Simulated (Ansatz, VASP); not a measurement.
Two plane-wave programs on Bi2SbBrO4

```
CELL_PARAMETERS angstrom
3.95088 0.00000 0.00000
0.00000 3.95088 0.00000
0.00000 0.00000 9.26238
ATOMIC_POSITIONS crystal
Bi 0.50000 0.50000 0.72340
Bi 0.50000 0.50000 0.27660
Sb 0.00000 0.00000 0.00000
Br 0.00000 0.00000 0.50000
O 0.50000 0.00000 0.84000
O 0.00000 0.50000 0.84000
O 0.50000 0.00000 0.16000
O 0.00000 0.50000 0.16000
```

The cell was built by a generator and needn't be a form met in nature.

Alike in both runs: task single point; functional r2SCAN; k mesh 7 × 7 × 3; no spin polarisation.

|  | VASP | Ansatz |
| --- | --- | --- |
| version | VASP 6.6.1 | Ansatz 0.2.0 |
| potentials or method | VASP PAW PBE potentials, release 64 (Bi_d, Sb, Br, O) | PAW plane waves |
| plane-wave cutoff (eV) | 520 | 500 |
| occupations | fermi-dirac, width 0.1 eV | fermi-dirac |
| valence electrons in the cell | 66 | 76 |

|  | VASP | Ansatz | Ansatz less VASP |
| --- | --- | --- | --- |
| pressure (GPa) | -2.7 | -2.7 | -0.03 |
| largest component of the traceless stress (GPa) | 0.11 | 0.26 | +0.157 |
| rms of the force components (eV/Å) | 0.149 | 0.135 | -0.0140 |

Atom by atom the forces differ by 0.051 eV/Å (rms over components). The two sets of potentials don't hold the same shells in valence.

Caveats: the PAW data sets were made with another functional, which shifts forces and pressure a little (VASP). A k mesh can miss the band edges.
